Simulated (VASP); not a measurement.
Input:

```
Te
1.0
   -3.19607     3.19607     1.56507
    3.19607    -3.19607     1.56507
    3.19607     3.19607    -1.56507
Te
2
Direct
  0.75000   0.25000   0.50000
  0.00000   0.00000   0.00000
```

Calculation: r2SCAN meta-GGA, VASP's PBE PAW potentials (set 64) (plane waves; VASP). Run with 400 eV cut-off, 14×14×14 Γ-centred mesh, tetrahedra with Blöchl corrections, potentials Te.

Unless said otherwise, spin-orbit coupling is left out, though it shifts the bands of the heavy elements here.

Problem. Tabulate the total density of states (states/eV per cell) against energy (eV; zero at the valence-band maximum or, without a gap, the Fermi level).

Solution. 
```csv
E (eV),DOS (states/eV)
-9.98,0.72
-9.74,0.40
-9.50,0.22
-9.26,0.01
-9.02,0.00
-8.90,0.00
-8.66,0.00
-8.42,0.00
-8.18,0.00
-7.94,0.00
-7.70,0.00
-7.46,0.00
-7.22,0.00
-6.98,0.00
-6.74,0.00
-6.62,0.00
-6.38,0.00
-6.14,0.07
-5.90,0.28
-5.66,1.37
-5.42,1.01
-5.18,1.10
-4.94,1.37
-4.70,1.60
-4.46,1.73
-4.34,1.72
-4.10,1.78
-3.86,1.53
-3.62,1.44
-3.38,1.75
-3.14,1.71
-2.90,1.53
-2.66,1.27
-2.42,0.99
-2.18,1.29
-2.06,1.41
-1.82,1.41
-1.58,1.45
-1.34,1.25
-1.10,0.93
-0.86,0.94
-0.62,1.06
-0.38,1.27
-0.14,1.44
0.10,1.41
0.22,1.45
0.46,1.65
0.70,2.79
0.94,1.98
1.18,1.53
1.42,1.30
1.66,1.13
1.90,0.94
2.14,0.83
2.38,0.62
2.50,0.67
2.74,0.98
2.98,0.53
3.22,0.13
3.46,0.14
```
Within 2 eV below the Fermi level the largest weight inside VASP's projection spheres is Te p.

The structure was generated: Te was put into the beta-Sn type (I4_1/amd), which need not be its known phase. It was relaxed first, which changed the volume by +8 %.
